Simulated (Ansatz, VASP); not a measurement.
**PtF2: VASP beside Ansatz**

INCAR

```
PREC     = Accurate       # precision mode
ENCUT    = 520            # plane-wave cutoff, eV
EDIFF    = 1E-6           # SCF threshold, eV
ISMEAR   = 0              # smearing method
SIGMA    = 0.05           # smearing width, eV
LREAL    = False          # projectors in reciprocal space
LASPH    = True           # aspherical terms in the spheres
NELM     = 100            # most SCF steps
ALGO     = Fast           # electronic algorithm
ISIF     = 2              # what is computed and relaxed
LWAVE    = False          # write WAVECAR
LCHARG   = False          # write CHGCAR
ISPIN    = 2              # spin polarisation
MAGMOM   = 0.5 0 0        # initial moments
LORBIT   = 11             # projections on sites
LMAXMIX  = 4              # l up to which the mixer works
LDAU     = True           # DFT+U
LDAUTYPE = 2            
LDAUL    = 2 -1           # shell
LDAUU    = 6 0            # U, eV
LDAUJ    = 0 0          
LDAUPRINT= 1            
GGA      = PE             # functional
```

The input KPOINTS:

```
Automatic mesh
0
Gamma
  7 7 7
```

POSCAR

```
PtF2
1.0
    1.5647742300      0.9034228200      4.7309018300
   -1.5647742300      0.9034228200      4.7309018300
    0.0000000000     -1.8068456500      4.7309018300
Pt F
1 2
Direct
    0.0000000000      0.0000000000      0.0000000000
    0.2520000000      0.2520000000      0.2520000000
    0.7480000000      0.7480000000      0.7480000000
```

Contents of input.yaml:

```yaml
crystal:
  lattice:
    - [1.56477423, 0.90342282, 4.73090183]
    - [-1.56477423, 0.90342282, 4.73090183]
    - [0.0, -1.80684565, 4.73090183]
  atoms:
    - { symbol: Pt, position: [0.0, 0.0, 0.0], spin: 0.5 }
    - { symbol: F, position: [0.252, 0.252, 0.252] }
    - { symbol: F, position: [0.748, 0.748, 0.748] }
hamiltonian:
  xc: pbe
  pseudopotentials: { kind: paw }
  hubbard: { sites: [{ species: Pt, l: d, u_eff: 6.0 }] }
magnetization:
  spin_polarized: true
kpoints:
  mp_grid: { grid: [7, 7, 7] }
scf:
  occupations: { method: gaussian, width: 0.05 }
output:
  forces: true
  stress: true
  eigenvalues: true
```

The cell was built by a generator and needn't be a form met in nature.

Alike in both runs: task single point; functional PBE; k mesh 7 × 7 × 7; occupations gaussian, width 0.05 eV; collinear spin, ferromagnetic start; Hubbard terms Pt d U = 6 eV.

```csv
,VASP,Ansatz
version,VASP 6.6.1,Ansatz 0.2.0
potentials or method,"VASP PAW PBE potentials, release 64 (Pt, F)",Ansatz PAW
plane-wave cutoff (eV),520,420
valence electrons in the cell,24,32
```

|  | VASP | Ansatz | Ansatz less VASP |
| --- | --- | --- | --- |
| gap on the k mesh at the Fermi level (eV) | 2.12 | 1.81 | -0.306 |
| least direct gap on the mesh (eV) | 2.21 | 1.92 | -0.284 |
| pressure (GPa) | 20.7 | 27.7 | +6.99 |
| largest component of the traceless stress (GPa) | 8.78 | 10.14 | +1.354 |
| rms of the force components (eV/Å) | 0.547 | 0.809 | +0.2613 |
| net moment per atom (μB) | 0.67 | 0.67 | 0.000 |
| size of the moment on the site where the two differ most (μB) | 1.74 | 1.32 | -0.425 |

Site moments also hang on the region over which each program counts them. The programs project onto different local orbitals, so the same U acts differently. Atom by atom the forces differ by 0.261 eV/Å (rms over components). The two sets of potentials don't hold the same shells in valence.

Caveats: spin-orbit coupling is left out, which moves the levels of the heavy elements; forces of over 1 eV/Å show positions far from the minimum, so gaps and moduli don't describe the material at rest; an odd mesh through Γ misses points on the zone boundary, where band edges often lie (VASP); the magnetic or orbital state may not be the lowest (Ansatz); odd divisions of the mesh miss points on the zone boundary, where band edges often lie, so the gap on the mesh can be too wide (Ansatz); the pressure holds a Pulay correction of +0.6 GPa for the finite cutoff (Ansatz). The state reached can hang on the start; a lower one may exist.
